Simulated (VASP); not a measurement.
**V under biaxial strain in the (001) plane**

Wanted: the elastic response of V to biaxial strain in the (001) plane, with a fit that predicts a row left out.

Program: VASP 6.6.1. Level of theory: r2SCAN, no spin polarisation; plane waves and PAW (V_sv), in the first sound run; inputs show where later runs differ. Results are calculated unless marked as measured.

This is a report of a sequence of runs, with most program output left out.

## Step 1: Starting point

It takes space group Im-3m (No. 229, cubic). Conventional cell: a = 3.020 Å, b = 3.020 Å, c = 3.020 Å, α = 90.00°, β = 90.00°, γ = 90.00°. Nearest to V lie 8 V at 2.62 Å.

As a file:

```xyz
1
Lattice="-1.5100 1.5100 1.5100 1.5100 -1.5100 1.5100 1.5100 1.5100 -1.5100" Properties=species:S:1:pos:R:3 pbc="T T T"
V     0.0000    0.0000    0.0000
```

## Step 2: Relax the crystal, r2SCAN

The series starts from the cell that this level prefers, so that zero strain is near zero stress.

This step took 2 runs in a row; the last is shown.

Level: r2SCAN, no spin polarisation; plane waves and PAW (V_sv).

File INCAR:

```
SYSTEM = V
PREC = Accurate
ENCUT = 450
EDIFF = 1E-07
NELM = 120
ISMEAR = 1
SIGMA = 0.15
LREAL = .FALSE.
ALGO = Normal
METAGGA = R2SCAN
LASPH = .TRUE.
NBANDS = 12
LORBIT = 11
LWAVE = .FALSE.
LCHARG = .FALSE.
KPAR = 8
IBRION = 2
NSW = 40
ISIF = 3
EDIFFG = -0.005
POTIM = 0.4
```

File POSCAR:

```
V
1.0
   -1.4918923975      1.4918923975      1.4918923975
    1.4918923975     -1.4918923975      1.4918923975
    1.4918923975      1.4918923975     -1.4918923975
V
1
Direct
    0.0000000000      0.0000000000      0.0000000000
```

File KPOINTS:

```
Automatic mesh
0
Gamma
27 27 27
0 0 0
```

Potentials, in the order of the species: V_sv (PBE family, release 64).

On the command line:

```
$ mpirun -np 8 vasp_std
```

The job ended after 74 s (8 MPI ranks of AMD EPYC 7R32 (Zen 2), shared host; peak memory 1.2 GiB; 9.8 min of CPU time).

This run gave:

```
energy(sigma→0) of the program : -14.1306 eV
stress, compression positive   : xx, yy, zz -0.01, -0.01, -0.01 GPa
volume                         : 13.271 Å³
ionic steps                    : 3
```

## Step 3: Strain along the normal, r2SCAN

One member in full: the plane is strained by -0.5 %, and the strain along the normal is moved by secant steps until the normal stress is under 0.012 GPa or five steps are spent; the atoms relax at each step.

This step took 3 runs, each at a new trial strain with the atoms of the one before; the last is shown.

Level: r2SCAN, no spin polarisation; plane waves and PAW (V_sv).

Changes to INCAR since step 2:

```diff
@@ -15,7 +15,7 @@
 LCHARG = .FALSE.
-KPAR = 8
-IBRION = 2
-NSW = 40
-ISIF = 3
-EDIFFG = -0.005
-POTIM = 0.4
+KPAR = 2
+IBRION = 1
+NSW = 25
+ISIF = 2
+EDIFFG = -0.004
+POTIM = 0.3
```

File POSCAR:

```
V
1.0
   -1.4839942750      1.4839942750      1.4993264780
    1.4839942750     -1.4839942750      1.4993264780
    1.4839942750      1.4839942750     -1.4993264780
V
1
Direct
    0.0000000000      0.0000000000      0.0000000000
```

KPOINTS is that of step 2.

On the command line:

```
$ mpirun -np 2 vasp_std
```

It took 5.9 min on 2 MPI ranks; peak memory 0.51 GiB.

This run gave:

```
energy(sigma→0) of the program : -14.1297 eV
stress, compression positive   : xx, yy, zz 1.40, 1.40, 0.00 GPa
ionic steps                    : 1
```

## Step 4: The table

The other members went through these steps as far as the tables show, with the same cutoff and, step by step, the same mesh; 26 runs are not shown. The session took 5.4 core hours (wall time by ranks) on a shared machine.

```tsv
in-plane strain (%)	strain along the normal (%)	in-plane stress, tension positive (GPa)	energy above the unstrained row, extrapolated to no smearing (meV/atom)
-2.000	2.243	-5.724	10.294
-1.500	1.653	-4.258	5.952
-1.000	1.080	-2.822	2.795
-0.500	0.528	-1.397	0.814
0	-0.007	0.007	0.000
0.500	-0.528	1.367	0.340
1.000	-1.053	?	?
1.500	-1.591	3.782	4.297
2.000	-2.159	4.780	7.702
```

## Step 5: A fit to the known rows

A least-squares parabola through the 8 rows shown, with e the strain in %: stress = − 0.1175 e² + 2.654 e + 0.004236 (GPa), r.m.s. residual 0.050 GPa.

For the withheld row, e = 1, the fit gives 2.541 GPa.

## Step 6: Prediction against calculation

The calculation gives 2.638 GPa, so the prediction is 0.097 GPa too low, within twice the residual of the fit.

Slopes at zero strain, from cubics through all rows: strain ratio -1.055, stress over strain 276 GPa.

## Step 7: Results

| Quantity | Value |
| --- | --- |
| error of the predicted stress | -0.097 GPa |
| ratio of normal to in-plane strain | -1.055 |
| biaxial modulus | 276 GPa |

As a check, the curvature of the energy gives 280 GPa for the same modulus (energy per volume = M × strain²), 1 % from the slope of the stress; these energies are extrapolated to no smearing, while the stress belongs to the free energy, so part of the difference may come from that. The energy also has a linear term worth 0.26 GPa that the stress column lacks, a mark of the finite basis or of the smearing. These are static values: temperature and zero-point motion are left out. In a metal the slopes also depend on mesh and smearing, which were held through the series.

[Lines on the potential files, build, host, timing and source positions are cut from VASP's logs without a mark.]

[Logs are printed without paths, hosts, clocks, repeated set-up lines and the standing remarks that a program may print on its own settings, such as how far it seeks lower states.]

[Hosts, paths, dates, database ids (printed as entryN), source tags and the programs' standing remarks are cut or masked in the printed files.]

[In band tables of VASP the shares of atoms and orbitals are scaled to a sum of 1 inside the atoms' spheres.]
